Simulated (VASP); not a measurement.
Input:

```xyz
3
Lattice="1.8510 -3.2060 0.0000 1.8510 3.2060 0.0000 0.0000 0.0000 5.8798" Properties=species:S:1:pos:R:3 pbc="T T T"
Zr     1.8510     3.2060     0.0000
S      1.8510     1.0687     1.4655
S      1.8510    -1.0687     4.4143
```

Level of theory: PBE GGA with D3 dispersion (zero damping), VASP's PBE PAW potentials (set 64) (plane waves; VASP). Numerical set-up: 520 eV cut-off, 7×7×4 Γ-centred mesh, Gaussian smearing of 0.050 eV, potentials Zr_sv S.

Problem. The ions and cell shape at fixed volume are relaxed. Which structure does the run end with?

Solution. 
```xyz
3
Lattice="1.8370 -3.1818 0.0000 1.8370 3.1818 0.0000 0.0000 0.0000 5.9699" Properties=species:S:1:pos:R:3 pbc="T T T"
Zr     0.0000     0.0000     0.0000
S      1.8370     1.0606     1.4510
S      1.8370    -1.0606     4.5189
```
Space group P-3m1 (164), at a tolerance of 0.03 Å.

Problem. How much energy does the relaxation gain?

Solution. The energy (σ→0) changes by -4.9 meV/atom, in 6 ionic steps.

```tsv
step	E(σ→0) (eV)	max force (eV/Å)	pressure (GPa)	volume (Å³)
1	-22.0212	0.332	-2.71	69.79
2	-22.0303	0.169	-1.87	69.79
3	-22.0344	0.025	-0.85	69.79
4	-22.0344	0.037	-0.79	69.79
5	-22.0357	0.013	-0.68	69.79
6	-22.0359	0.002	-0.63	69.79
```

The compound is ZrS2 in the 1T layered structure. This cell is one point of a volume scan, at 1.03 of the reference volume. Symmetry was kept, so distortions that lower it aren't found.
